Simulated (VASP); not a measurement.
Computed with optB88-vdW, VASP's PBE PAW potentials (set 64) (plane waves; VASP).

A VASP calculation is set up with these files.

**KPOINTS**
```
Automatic mesh
0
Gamma
5 5 4
0 0 0
```

### INCAR
```
SYSTEM = PbO
PREC = Accurate; ENCUT = 520; LREAL = F
LASPH = T
EDIFF = 1E-6; NELM = 100; ALGO = Normal
LMAXMIX = 4
ISMEAR = 0; SIGMA = 0.05
GGA = BO; LUSE_VDW = T; AGGAC = 0.0
PARAM1 = 0.1833333333; PARAM2 = 0.22
IBRION = 2; NSW = 60; ISIF = 3
EDIFFG = -0.02
LWAVE = F; LCHARG = F
```

### POSCAR
```
PbO
1.0
  4.0482019159   0.0000000000   0.0000000000
  0.0000000000   4.0482019159   0.0000000000
  0.0000000000   0.0000000000   5.0466741956
Pb O
2 2
Cart
  2.0241009580   0.0000000000   3.8554566144
  0.0000000000   2.0241009580   1.1912175812
  2.0241009580   2.0241009580   0.0000000000
  0.0000000000   0.0000000000   0.0000000000
```

POTCAR, in this order: Pb_d O (PBE.64 set). Program: vasp_std.

Predict the energy per atom (σ→0).

The energy per atom (σ→0) is -3013 meV/atom.

File OSZICAR:
```
...
DAV:  10    -0.120534100895E+02   -0.17594E-02   -0.17378E-02  1080   0.887E-01    0.105E-01
DAV:  11    -0.120531853411E+02    0.22475E-03   -0.39940E-03  1448   0.519E-01    0.713E-02
DAV:  12    -0.120531425662E+02    0.42775E-04   -0.30561E-04  1128   0.193E-01    0.464E-02
DAV:  13    -0.120531209883E+02    0.21578E-04   -0.13775E-04  1368   0.852E-02    0.100E-02
DAV:  14    -0.120531204081E+02    0.58022E-06   -0.14616E-05  1232   0.361E-02    0.561E-03
DAV:  15    -0.120531193961E+02    0.10120E-05   -0.38912E-06   856   0.256E-02    0.690E-04
DAV:  16    -0.120531195256E+02   -0.12949E-06   -0.56901E-07   520   0.593E-03
   1 F= -.12053120E+02 E0= -.12053120E+02  d E =-.120531E+02
```

The compound is PbO in the litharge structure. It was relaxed first. The start is the result of an earlier pass.
